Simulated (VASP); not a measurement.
Output of a VASP run:

**OSZICAR**
```
       N       E                     dE             d eps       ncg     rms          rms(c)
DAV:   1     0.553635740949E+02    0.55364E+02   -0.51436E+03   846   0.984E+02
DAV:   2    -0.746632313474E+01   -0.62830E+02   -0.62598E+02   877   0.229E+02
DAV:   3    -0.911905444855E+01   -0.16527E+01   -0.16414E+01  1326   0.367E+01
DAV:   4    -0.919798927977E+01   -0.78935E-01   -0.78857E-01  1308   0.639E+00
DAV:   5    -0.919925028769E+01   -0.12610E-02   -0.12601E-02  1381   0.505E-01    0.629E-01
DAV:   6    -0.686222254258E+01    0.23370E+01   -0.35688E+00   872   0.161E+01    0.232E+00
DAV:   7    -0.712222721190E+01   -0.26000E+00   -0.13799E-01  1097   0.363E+00    0.259E+00
DAV:   8    -0.706844166202E+01    0.53786E-01   -0.24342E-02   954   0.242E+00    0.210E+00
DAV:   9    -0.705655806986E+01    0.11884E-01   -0.36734E-01  1096   0.613E+00    0.269E-01
DAV:  10    -0.695855205714E+01    0.98006E-01   -0.82501E-02  1022   0.205E+00    0.163E-01
DAV:  11    -0.704199219392E+01   -0.83440E-01   -0.49387E-02   861   0.140E+00    0.268E-01
DAV:  12    -0.708831180324E+01   -0.46320E-01   -0.11832E-02   967   0.971E-01    0.448E-01
DAV:  13    -0.703180489100E+01    0.56507E-01   -0.43120E-02   848   0.292E+00    0.109E-01
DAV:  14    -0.703988404310E+01   -0.80792E-02   -0.95147E-03   852   0.131E+00    0.565E-02
DAV:  15    -0.703382507590E+01    0.60590E-02   -0.17985E-03   952   0.429E-01    0.568E-02
DAV:  16    -0.703391388742E+01   -0.88812E-04   -0.28765E-04  1313   0.193E-01    0.280E-02
DAV:  17    -0.703390143203E+01    0.12455E-04   -0.28200E-05  1071   0.562E-02    0.231E-02
DAV:  18    -0.703390382473E+01   -0.23927E-05   -0.13288E-05   942   0.472E-02    0.209E-02
DAV:  19    -0.703388964402E+01    0.14181E-04   -0.21379E-05   901   0.450E-02    0.125E-02
DAV:  20    -0.703388054662E+01    0.90974E-05   -0.22480E-06   969   0.154E-02    0.117E-02
DAV:  21    -0.703388035882E+01    0.18780E-06   -0.48707E-06  1002   0.301E-02
   1 F= -.70338804E+01 E0= -.70338541E+01  d E =-.703388E+01
       N       E                     dE             d eps       ncg     rms          rms(c)
DAV:   1    -0.703505021235E+01   -0.11697E-02   -0.35220E-02   852   0.238E+00    0.187E-01
DAV:   2    -0.703416811310E+01    0.88210E-03   -0.31170E-03   967   0.689E-01    0.114E-01
DAV:   3    -0.703396575582E+01    0.20236E-03   -0.21340E-03  1189   0.411E-01    0.454E-02
DAV:   4    -0.703394709481E+01    0.18661E-04   -0.23070E-04  1062   0.137E-01    0.139E-02
DAV:   5    -0.703392969271E+01    0.17402E-04   -0.13569E-05  1035   0.282E-02    0.100E-02
DAV:   6    -0.703395013945E+01   -0.20447E-04   -0.28623E-05  1332   0.299E-02    0.759E-03
DAV:   7    -0.703395245241E+01   -0.23130E-05   -0.24087E-06  1130   0.913E-03    0.402E-03
DAV:   8    -0.703395156913E+01    0.88327E-06   -0.66576E-07   470   0.105E-02
   2 F= -.70339516E+01 E0= -.70339321E+01  d E =-.712103E-04
```

OUTCAR:
```
------------------------ aborting loop because EDIFF is reached ----------------------------------------
  FORCE on cell =-STRESS in cart. coord.  units (eV):
  Direction    XX          YY          ZZ          XY          YZ          ZX
  --------------------------------------------------------------------------------------
  Total       -0.0063301     -0.0063301     -0.0063301      0.0000000      0.0000000      0.0000000
  in kB       -0.2344251     -0.2344251     -0.2344251      0.0000000      0.0000000      0.0000000
  external PRESSURE =      -0.2344251 kB  Pullay stress =       0.0000000 kB
  volume of cell :       43.26
      direct lattice vectors                 reciprocal lattice vectors
    -0.000000000  2.786303418  2.786303418    -0.179449229  0.179449229  0.179449229
     2.786303418 -0.000000000  2.786303418     0.179449229 -0.179449229  0.179449229
     2.786303418  2.786303418  0.000000000     0.179449229  0.179449229 -0.179449229
 POSITION                                       TOTAL-FORCE (eV/Angst)
 -----------------------------------------------------------------------------------
      2.78630      2.78630      5.57261        -0.000000      0.000000      0.000000
 -----------------------------------------------------------------------------------
    total drift:                                0.000000      0.000000      0.000000
  FREE ENERGIE OF THE ION-ELECTRON SYSTEM (eV)
  ---------------------------------------------------
  free  energy   TOTEN  =        -7.0339515691 eV

  energy  without entropy=       -7.0338931829  energy(sigma->0) =       -7.03393211

 reached required accuracy - stopping structural energy minimisation
```
(Selected blocks of OUTCAR.)

File POSCAR:
```
Ca
1
    0.0000000000     2.7900000000     2.7900000000
    2.7900000000     0.0000000000     2.7900000000
    2.7900000000     2.7900000000     0.0000000000
Ca
1
Direct
  0.0000000000   0.0000000000   0.0000000000
```

### Question
Reconstruct the remaining input files.

### Answer
Several could match; the one computed here: the input of the run itself, r2SCAN meta-GGA, plane waves, VASP's PBE PAW potentials (set 64).

### INCAR
```
! general
SYSTEM  = Ca
PREC    = Accurate
ENCUT   = 480
LREAL   = .FALSE.
LASPH   = .TRUE.

! electronic loop
EDIFF   = 1E-6
NELM    = 100
ALGO    = Normal
LMIXTAU = .TRUE.

! smearing
ISMEAR  = 1
SIGMA   = 0.1

! functional
METAGGA = R2SCAN

! ions
IBRION  = 2
NSW     = 60
ISIF    = 3
EDIFFG  = -0.01

! output
LWAVE   = .FALSE.
LCHARG  = .FALSE.
```

**KPOINTS**
```
Automatic mesh
0
Gamma
10 10 10
0 0 0
```

POTCAR, in this order: Ca_sv (PBE.64 set). Program: vasp_std.

The compound is Ca in the fcc structure. This run relaxes it. Symmetry was kept, so distortions that lower it aren't found.
